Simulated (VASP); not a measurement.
Here is the system:

```
Ni3Si
1.0
    3.45805     0.00000     0.00000
    0.00000     3.45805     0.00000
    0.00000     0.00000     3.45805
Si Ni
1 3
Direct
  0.00000   0.00000   0.00000
  0.00000   0.50000   0.50000
  0.50000   0.00000   0.50000
  0.50000   0.50000   0.00000
```

These are PBEsol GGA, VASP's PBE PAW potentials (set 64) (plane waves; VASP) values and carry that method's errors. Settings: 300 eV cut-off, 7×7×7 Γ-centred mesh, Gaussian smearing of 0.10 eV, potentials Si Ni.

Problem. Give the energies of bands 7 to 20 at the high-symmetry points, in eV from the Fermi level.

Solution. 
```
band      Γ      X      M      R
----  -----  -----  -----  -----
7     -3.77  -3.08  -2.88  -3.90
8     -1.65  -2.34  -2.88  -2.35
9     -1.65  -2.34  -2.24  -2.35
10    -1.65  -2.19  -2.24  -2.35
11    -0.94  -2.06  -1.63  -1.52
12    -0.94  -1.40  -1.51  -1.52
13    -0.94  -1.40  -1.51  -1.52
14    -0.64  -1.36  -1.51  -1.32
15    -0.64  -1.21  -1.17  -1.32
16    -0.30  -0.57  -1.07  -0.53
17     0.04   0.04  -1.01  -0.21
18     0.04   3.79   0.70  -0.21
19     0.04   3.79   0.70  -0.21
20     5.23   5.34   5.88   1.42
```

It has no gap at this level: it comes out as a metal or semimetal.

The structure is a typed Ni3Si crystal. The cell was not relaxed at this level. The run is not spin-polarised, so no magnetic state was tried.
